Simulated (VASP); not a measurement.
Ti2CN: equation of state with PBEsol

Crystal: Ti2CN.

```
Ti N C
1.0
     1.51362    0.87389    4.95553
    -1.51362    0.87389    4.95553
     0.00000   -1.74778    4.95553
Ti N C
2 1 1
Cartesian
  0.0000 0.0000 3.7280
  0.0000 0.0000 11.1385
  0.0000 0.0000 7.4333
  0.0000 0.0000 0.0000
```

The cell comes from a database or a generator and needn't be the stable form of this composition.

| Item | Value |
| --- | --- |
| Program | VASP 6.6.1 |
| Task | equation of state |
| Functional | PBEsol |
| Potentials or basis | VASP PAW PBE potentials, release 64 (Ti_sv, N, C) |
| Cutoff | 520 eV |
| k mesh | 10 × 10 × 10 |
| Occupations | fermi-dirac, width 0.05 eV |
| Spin | no spin polarisation |

| Quantity | Value |
| --- | --- |
| Equilibrium volume | 9.61 Å³/atom |
| Bulk modulus at fixed shape and positions | 283 GPa |
| Pressure derivative of the bulk modulus | 4.1 |

Energy against volume, from the lowest point:
```
volume (Å³/atom)  energy (meV/atom)
           9.242              12.97
           9.439               2.59
           9.636               0.00
           9.832               4.41
          10.029              15.13
          10.226              31.54
          10.422              53.06
```

All runs of the series together: 19 min on 1 thread of Intel(R) Xeon(R) 6975P-C (Granite Rapids) (shared host).

Caveat: the cell was scaled at fixed shape and fractional positions, which overstates the stiffness of a crystal with free parameters, most of all of layers and chains; the PAW data sets were made with another functional, which shifts forces and pressure a little.
